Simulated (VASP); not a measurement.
Consider the following.

```
CELL_PARAMETERS angstrom
      4.70100     0.00000     0.00000
     -2.35050     4.07118     0.00000
      0.00000     0.00000     7.54310
ATOMIC_POSITIONS crystal
  Li 0.33333 0.66667 0.64600
  Li 0.66667 0.33333 0.35400
  Li 0.00000 0.00000 0.50000
  La 0.00000 0.00000 0.00000
  Bi 0.33333 0.66667 0.25575
  Bi 0.66667 0.33333 0.74425
```

Calculation: LDA (Ceperley-Alder, Perdew-Zunger), VASP's LDA PAW potentials (set 64) (plane waves; VASP). Numerical set-up: 400 eV cut-off, 8×8×4 Γ-centred mesh, Gaussian smearing of 0.20 eV, potentials Li_sv La Bi_d.

At this cut-off the stress carries a Pulay error, which pulls relaxed volumes low.

**Question.** Estimate the energy per atom (σ→0), pressure, largest force.

**Answer.** 
```
Item                           Result
---------------------  --------------
energy per atom (σ→0)  -4.287 eV/atom
pressure                    -3.23 GPa
largest force              0.069 eV/Å
```

Only differences to runs with the same potentials and settings are physical.

The structure comes from a measured Li3LaBi2 entry of the Crystallography Open Database, whose conditions weren't checked. The cell was not relaxed at this level.
